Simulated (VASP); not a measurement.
A convergence study with VASP on Bi2Te3 (tetradymite): one setting is varied, all else stays as given below, so the limit is that of these other settings.

```xyz
5
Lattice="10.2417 -2.1900 0.0000 10.2417 2.1900 0.0000 9.7734 0.0000 3.7642" Properties=species:S:1:pos:R:3 pbc="T T T"
Bi    12.1027     0.0000     1.5057
Bi    18.1541     0.0000     2.2585
Te     0.0000     0.0000     0.0000
Te     6.3539     0.0000     0.7905
Te    23.9028     0.0000     2.9737
```

Computed with PBE GGA, VASP's PBE PAW potentials (set 64) (plane waves; VASP). The tightest run used: 550 eV cut-off, 9×9×9 Γ-centred mesh, tetrahedra with Blöchl corrections, potentials Bi_d Te.

Unless said otherwise, spin-orbit coupling is left out, though it shifts the bands of the heavy elements here. Gaps are read on the run's mesh, which can miss a band edge.

**Question.** The settings run are 3×3×3 mesh; 4×4×4 mesh; 5×5×5 mesh; 6×6×6 mesh; 7×7×7 mesh; 8×8×8 mesh; 9×9×9 mesh. From which on does the energy per atom stay within 0.001 eV/atom of the tightest run?

**Answer.** From 4×4×4 mesh on: it is off by 0.0004 there and by no more than 0.001 in any finer run, while 3×3×3 mesh is off by 0.0091.
```csv
setting,E (eV/atom),pressure (GPa),largest force (eV/Å),gap on the mesh (eV),irreducible k-points,difference judged (eV/atom)
3×3×3 mesh,-3.6567,2.33,0.049,0.296,6,0.0091
4×4×4 mesh,-3.6662,2.19,0.081,0.285,13,0.0004
5×5×5 mesh,-3.6658,2.22,0.081,0.283,19,0.0000
6×6×6 mesh,-3.6655,2.23,0.083,0.280,32,0.0002
7×7×7 mesh,-3.6656,2.24,0.078,0.279,44,0.0002
8×8×8 mesh,-3.6657,2.24,0.072,0.278,65,0.0001
9×9×9 mesh,-3.6658,2.24,0.069,0.277,85,0.0000
```

Left out are rungs that failed or repeat a setting and relaxations that didn't move; long series are thinned to 24 rows.

The compound is Bi2Te3 in the tetradymite structure. The cell was not relaxed at this level.
